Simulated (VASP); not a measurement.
## Binding against coverage on NbN(001)

How do binding energy and the level below the vacuum change as the layer fills? Model: NbN(001), 2 x 2, four layers.

Method: PBEsol; plane waves and PAW (Nb_sv, N), in the first sound run; inputs show where later runs differ, in VASP 6.6.1.

This is a report of a sequence of runs, with most program output left out.

## (1) Set-up

The cell holds 32 atoms: 16 Nb and 16 N. Cell: a = 6.208 Å, b = 6.208 Å, c = 22.585 Å, α = 90.0°, β = 90.0°, γ = 90.0°. It derives from NbN. Vacuum lies along c.

## (2) Potential of the state, PBEsol

State “clean”: a tighter run that also writes the potential.

Level: PBEsol; plane waves and PAW (Nb_sv, N).

Input file INCAR:

```
SYSTEM = NbN
PREC = Normal
ENCUT = 400
EDIFF = 1E-06
NELM = 120
ISMEAR = 1
SIGMA = 0.1
LREAL = Auto
ALGO = Fast
GGA = PS
NBANDS = 168
LASPH = .TRUE.
LORBIT = 11
LWAVE = .FALSE.
LCHARG = .TRUE.
KPAR = 4
NCORE = 2
IDIPOL = 3
LDIPOL = .TRUE.
DIPOL = 0.5 0.5 0.501
LVHAR = .TRUE.
LVACPOTAV = .TRUE.
NEDOS = 1500
```

Input file POSCAR:

```
NbN
1.0
    6.2083975390      0.0000000000      0.0000000000
    0.0000000000      6.2083975390      0.0000000000
    0.0000000000      0.0000000000     22.5850000000
Nb N
16 16
Selective dynamics
Direct
    0.0000000000      0.0000000000      0.3542174010  F F F
    0.0000000000      0.5000000000      0.3542174010  F F F
    0.5000000000      0.0000000000      0.3542174010  F F F
    0.5000000000      0.5000000000      0.3542174010  F F F
    0.2500000000      0.2500000000      0.4514058000  F F F
    0.2500000000      0.7500000000      0.4514058000  F F F
    0.7500000000      0.2500000000      0.4514058000  F F F
    0.7500000000      0.7500000000      0.4514058000  F F F
[... 20 atom lines left out ...]
    0.0000000000      0.0000000000      0.6539838916  T T T
    0.0000000000      0.5000000000      0.6539838916  T T T
    0.5000000000      0.0000000000      0.6539838916  T T T
    0.5000000000      0.5000000000      0.6539838916  T T T
```

Input file KPOINTS:

```
Automatic mesh
0
Gamma
4 4 1
0 0 0
```

PAW data sets: Nb_sv and N (PBE family, release 64).

Started as:

```
$ mpirun -np 8 vasp_std
```

Run time: 5 min. Hardware: 8 MPI ranks of AMD EPYC 7R43, shared host; peak memory 2.7 GiB; 28 min of CPU time.

Numbers from this step:

| Quantity | Value |
| --- | --- |
| energy(sigma→0) of the program | -342.9988 eV |
| work function, upper and lower side | 3.17, 3.47 eV |

VASP warns that it found no field-free region by its own threshold; the planar potential, read 60 % of the way from the top atom to the cell's edge, stands at 3.19 eV above the Fermi level.

## (3) Relax the state, PBEsol

State “2 of 4 Nb sites hold H”: the free atoms relax, with the lowest layers held.

Level: PBEsol; plane waves and PAW (Nb_sv, N, H).

System, named by how it was started: H on NbN(001). The cell holds 34 atoms: 16 Nb, 16 N and 2 H. Its edges and angles: a = 6.208 Å, b = 6.208 Å, c = 24.335 Å, α = 90.0°, β = 90.0°, γ = 90.0°. It derives from NbN. Vacuum lies along c.

Input file INCAR:

```
SYSTEM = Nb8HN8
PREC = Normal
ENCUT = 400
EDIFF = 1E-05
NELM = 120
ISMEAR = 1
SIGMA = 0.1
LREAL = Auto
ALGO = Fast
GGA = PS
NBANDS = 168
LASPH = .TRUE.
LORBIT = 11
LWAVE = .FALSE.
LCHARG = .FALSE.
KPAR = 4
NCORE = 2
IBRION = 2
NSW = 80
ISIF = 2
EDIFFG = -0.04
POTIM = 0.4
MAXMIX = 40
IDIPOL = 3
LDIPOL = .TRUE.
DIPOL = 0.5 0.5 0.476
ISYM = 2
```

Input file POSCAR:

```
Nb8HN8
1.0
    6.2083975390      0.0000000000      0.0000000000
    0.0000000000      6.2083975390      0.0000000000
    0.0000000000      0.0000000000     24.3350000000
Nb N H
16 16 2
Selective dynamics
Direct
    0.0000000000      0.0000000000      0.3287446070  F F F
    0.0000000000      0.5000000000      0.3287446070  F F F
    0.5000000000      0.0000000000      0.3287446070  F F F
    0.5000000000      0.5000000000      0.3287446070  F F F
    0.2500000000      0.2500000000      0.4189439080  F F F
    0.2500000000      0.7500000000      0.4189439080  F F F
    0.7500000000      0.2500000000      0.4189439080  F F F
    0.7500000000      0.7500000000      0.4189439080  F F F
[... 22 atom lines left out ...]
    0.5000000000      0.0000000000      0.5993425110  T T T
    0.5000000000      0.5000000000      0.5993425110  T T T
    0.2500000000      0.2500000000      0.6712553930  T T T
    0.7500000000      0.7500000000      0.6712553930  T T T
```

KPOINTS is that of step 2.

Potentials, in the order of the species: Nb_sv, N and H (PBE family, release 64).

Started as:

```
$ mpirun -np 8 vasp_std
```

Run time: 18 min. Hardware: 8 MPI ranks; peak memory 3.2 GiB.

This run gave:

| Property | Result |
| --- | --- |
| energy(sigma→0) of the program | -349.4994 eV |
| ionic steps | 16 |

## (4) Potential of the state, PBEsol

State “2 of 4 Nb sites hold H”: a tighter run that also writes the potential.

Level: PBEsol; plane waves and PAW (Nb_sv, N, H).

Input file INCAR:

```
SYSTEM = Nb8HN8
PREC = Normal
ENCUT = 400
EDIFF = 1E-06
NELM = 120
ISMEAR = 1
SIGMA = 0.1
LREAL = Auto
ALGO = Fast
GGA = PS
NBANDS = 168
LASPH = .TRUE.
LORBIT = 11
LWAVE = .FALSE.
LCHARG = .TRUE.
KPAR = 4
NCORE = 2
IDIPOL = 3
LDIPOL = .TRUE.
DIPOL = 0.5 0.5 0.478
LVHAR = .TRUE.
LVACPOTAV = .TRUE.
NEDOS = 1500
```

Input file POSCAR:

```
Nb8HN8
1.0
    6.2083975390      0.0000000000      0.0000000000
    0.0000000000      6.2083975390      0.0000000000
    0.0000000000      0.0000000000     24.3350000000
Nb N H
16 16 2
Selective dynamics
Direct
    0.0000000000      0.0000000000      0.3287446070  F F F
    0.0000000000      0.5000000000      0.3287446070  F F F
    0.5000000000      0.0000000000      0.3287446070  F F F
    0.5000000000      0.5000000000      0.3287446070  F F F
    0.2500000000      0.2500000000      0.4189439080  F F F
    0.2500000000      0.7500000000      0.4189439080  F F F
    0.7500000000      0.2500000000      0.4189439080  F F F
    0.7500000000      0.7500000000      0.4189439080  F F F
[... 22 atom lines left out ...]
    0.5000000000      0.0000000000      0.6060886018  T T T
    0.5000000000      0.5000000000      0.6060886018  T T T
    0.2500000000      0.2500000000      0.6753374811  T T T
    0.7500000000      0.7500000000      0.6753374811  T T T
```

KPOINTS is that of step 3.

Started as:

```
$ mpirun -np 8 vasp_std
```

The job ended after 3.4 min (8 MPI ranks; peak memory 2.9 GiB).

Read from the output:

```
energy(sigma→0) of the program      : -349.4994 eV
work function, upper and lower side : 5.25, 3.16 eV
```

VASP warns that it found no field-free region by its own threshold; the planar potential, read 60 % of the way from the top atom to the cell's edge, stands at 5.26 eV above the Fermi level.

## (5) Free molecule: H2, PBEsol

Each gas relaxes alone in a box.

Level: PBEsol; plane waves and PAW (H).

System, named by how it was started: H2. The cell holds 2 atoms: 2 H. Its edges and angles: a = 10.000 Å, b = 10.500 Å, c = 12.000 Å, α = 90.0°, β = 90.0°, γ = 90.0°. Vacuum lies along a, b and c.

Input file INCAR:

```
SYSTEM = H
PREC = Normal
ENCUT = 400
EDIFF = 1E-05
NELM = 120
ISMEAR = 0
SIGMA = 0.01
LREAL = Auto
ALGO = Normal
GGA = PS
NBANDS = 7
LASPH = .TRUE.
LORBIT = 11
LWAVE = .FALSE.
LCHARG = .FALSE.
NCORE = 4
IBRION = 2
NSW = 60
ISIF = 2
EDIFFG = -0.03
POTIM = 0.4
MAXMIX = 40
ISYM = 0
```

Input file POSCAR:

```
H
1.0
   10.0000000000      0.0000000000      0.0000000000
    0.0000000000     10.5000000000      0.0000000000
    0.0000000000      0.0000000000     12.0000000000
H
2
Direct
    0.5000000000      0.5000000000      0.4691666700
    0.5000000000      0.5000000000      0.5308333300
```

Input file KPOINTS:

```
Automatic mesh
0
Gamma
1 1 1
0 0 0
```

Potentials, in the order of the species: H (PBE family, release 64).

Started as:

```
$ mpirun -np 16 vasp_gam
```

Elapsed: 4.6 s, on 16 MPI ranks; peak memory 1.6 GiB; 42 s of CPU time.

Read from the output:

| Property | Result |
| --- | --- |
| energy(sigma→0) of the program | -6.5039 eV |
| ionic steps | 3 |

## (6) The table

The other members went through these steps as far as the tables show, with one cutoff; 6 runs are not shown. The session took 12 core hours (wall time by ranks) on a shared machine.

Mean binding energy of one H against half of H2; static energies, no zero-point or thermal terms; level: Fermi level of a metal, highest filled level otherwise.

```tsv
state	coverage in layers	from state	gas taken up (+) or given off (-)	energy, PBEsol (eV)
clean	0			
1 of 4 Nb sites hold H	0.25	clean	+0.5 H2	-0.08
2 of 4 Nb sites hold H	0.50	clean	+1 H2	0.00
3 of 4 Nb sites hold H	0.75	clean	+1.5 H2	0.11
4 of 4 Nb sites hold H	1.00	clean	+2 H2	0.21
```

A blank entry does not apply, was not run or did not finish.

```tsv
state	level below the vacuum (eV)	gap (eV)	nearest pair between the added atoms and the rest	its distance (Å)
clean	3.17	0.00		
1 of 4 Nb sites hold H	4.29	0.00	H-Nb	1.80
2 of 4 Nb sites hold H	5.25	0.00	H-Nb	1.79
3 of 4 Nb sites hold H	6.05	0.00	H-Nb	1.76
4 of 4 Nb sites hold H	6.75	0.00	H-Nb	1.76
```

## (7) Results

```json
{
  "binding at 0.25 layers": "-0.08 eV",
  "binding at 1 layers": "0.21 eV"
}
```

From 0.25 to 1 layers the mean binding weakens by 0.29 eV. The differential binding, step by step, is 0.08, 0.33, 0.51 eV an atom; positive steps are unbound against the gas in static energy. The level below the vacuum on the upper side spans 3.17 eV (“clean”) to 6.75 eV (“4 of 4 Nb sites hold H”). Vacuum levels are VASP's own where it printed one and read from the planar potential otherwise; the two differ by up to about 0.05 eV, so smaller differences between rows mean nothing. The work function of the untouched lower face drifts by 0.42 eV over the series, a sign that the slab may be too thin to part the two faces. The crystal is taken in the rock-salt form at a typed lattice constant, and the added atoms are held on top sites by symmetry. The slabs ran without spin polarisation, which may matter for added atoms with open shells. One start was relaxed for each state, in a small cell at high coverage; entropy of the gases, which favours steps that give off gas, is left out.

[Lines on the potential files, build, host, timing and source positions are cut from VASP's logs without a mark.]

[Logs are printed without paths, hosts, clocks, repeated set-up lines and the standing remarks that a program may print on its own settings, such as how far it seeks lower states.]

[Hosts, paths, dates, database ids (printed as entryN), source tags and the programs' standing remarks are cut or masked in the printed files.]
